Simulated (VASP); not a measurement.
Input:

```yaml
crystal:
  lattice:
    - [4.15230, 0.00000, 0.00000]
    - [0.00000, 4.15230, 0.00000]
    - [0.00000, 0.00000, 4.15230]
  atoms:
    - { symbol: Cs, position: [0.00000, 0.00000, 0.00000] }
    - { symbol: Cl, position: [0.50000, 0.50000, 0.50000] }
```

Computed with PBE GGA with D4 dispersion, VASP's PBE PAW potentials (set 64) (plane waves; VASP). Run with 520 eV cut-off, 7×7×7 Γ-centred mesh, tetrahedra with Blöchl corrections, potentials Cs_sv Cl.

Unless said otherwise, spin-orbit coupling is left out, though it shifts the bands of the heavy elements here.

### Question
Predict the energy per atom (σ→0), band gap (on the k-mesh) with the smallest direct gap where there is one.

### Answer

The band gap (on the k-mesh) is 5.17 eV and the smallest direct gap (on the k-mesh) is 5.17 eV. The energy per atom (σ→0) is -329.4 kJ/mol-atom.

Total energies compare only between runs with the same potentials, cut-off and functional.

The compound is CsCl in the CsCl type structure. It was relaxed first.
